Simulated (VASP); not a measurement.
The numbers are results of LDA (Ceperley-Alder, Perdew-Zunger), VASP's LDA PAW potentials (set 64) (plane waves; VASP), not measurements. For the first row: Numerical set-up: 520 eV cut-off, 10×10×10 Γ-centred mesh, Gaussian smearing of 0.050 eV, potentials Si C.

| system | energy (eV/atom) |
|---|---|
| SiC (zinc blende) | -8.3213 |
| Si atom | -0.6155 |
| C atom | -1.1318 |

Atoms are spin-polarised in a large box without symmetry, with the spin fixed by Hund's rule, and may not be in the lowest state of each functional; no zero-point energy is added.

What is the cohesive energy per atom of SiC?

The references average (1×(-0.6155) + 1×(-1.1318))/2 = -0.8737 eV, so the cohesive energy is -0.8737 − (-8.3213) = 7.448 eV/atom. Measured: 6.480 eV/atom at 0 K (as given by Daniel Mejia-Rodriguez et al., Physical Review B (2018), arXiv:1807.09216; static lattice: zero-point vibration energy added).
